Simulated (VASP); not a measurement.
Consider the following.

```yaml
crystal:
  lattice:
    - [3.50317, 0.00000, 0.00000]
    - [-1.75158, 3.03383, 0.00000]
    - [0.00000, 0.00000, 7.67578]
  atoms:
    - { symbol: Ta, position: [0.00000, 0.00000, 0.00000] }
    - { symbol: Ta, position: [0.00000, 0.00000, 0.50000] }
    - { symbol: Sb, position: [0.33333, 0.66667, 0.25000] }
    - { symbol: Sb, position: [0.66667, 0.33333, 0.75000] }
```

Computed with PBEsol GGA, VASP's PBE PAW potentials (set 64) (plane waves; VASP). Settings: 400 eV cut-off, 11×11×5 Γ-centred mesh, tetrahedra with Blöchl corrections, potentials Ta_pv Sb.

Unless said otherwise, spin-orbit coupling is left out, though it shifts the bands of the heavy elements here.

### Question
Estimate the energy per atom (σ→0), band gap (on the k-mesh) with the smallest direct gap where there is one.

### Answer

```json
{
  "band gap (on the k-mesh)": "none (metal, semimetal or under 0.01 eV)",
  "energy per atom (σ→0)": "-8.496 eV/atom"
}
```

Total energies compare only between runs with the same potentials, cut-off and functional.

The structure was generated: TaSb was put into the NiAs type type (P6_3/mmc), which need not be its known phase. It was relaxed first, which changed the volume by -43 %.
